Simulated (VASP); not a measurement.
GaP:

```
Ga P
1.0
     0.00000    2.72525    2.72525
     2.72525    0.00000    2.72525
     2.72525    2.72525    0.00000
Ga P
1 1
Direct
  0.00000 0.00000 0.00000
  0.25000 0.25000 0.25000
```

```yaml
Program: VASP 6.6.1
Task: relaxation of cell and atoms
Functional: PBE
Potentials_or_basis: VASP PAW PBE potentials, release 64 (Ga_d, P)
Cutoff: 600 eV
k_mesh: 8 × 8 × 8
Occupations: gaussian, width 0.02 eV
Spin: no spin polarisation
```

At the start: pressure 2.5 GPa; volume 20.24 Å³/atom.

Q: Where does the relaxation end?

A: Over 3 steps the energy falls by 4.6 meV/atom and the volume is 20.86 Å³/atom (+3.0 %); space group F-43m (No. 216, to 0.05 Å).

Step by step:
| step | energy change (eV) | largest force (eV/Å) | pressure (GPa) | volume (Å³) |
| --- | --- | --- | --- | --- |
| 1 | 0.0000 | 0.0000 | 2.46 | 40.48 |
| 2 | -0.0071 | 0.0000 | -1.06 | 42.33 |
| 3 | -0.0092 | 0.0000 | 0.00 | 41.71 |

Final structure:
```yaml
crystal:
  lattice:
    - [0.00000, 2.75266, 2.75266]
    - [2.75266, 0.00000, 2.75266]
    - [2.75266, 2.75266, 0.00000]
  atoms:
    - { symbol: Ga, position: [0.00000, 0.00000, 0.00000] }
    - { symbol: P, position: [0.25000, 0.25000, 0.25000] }
```
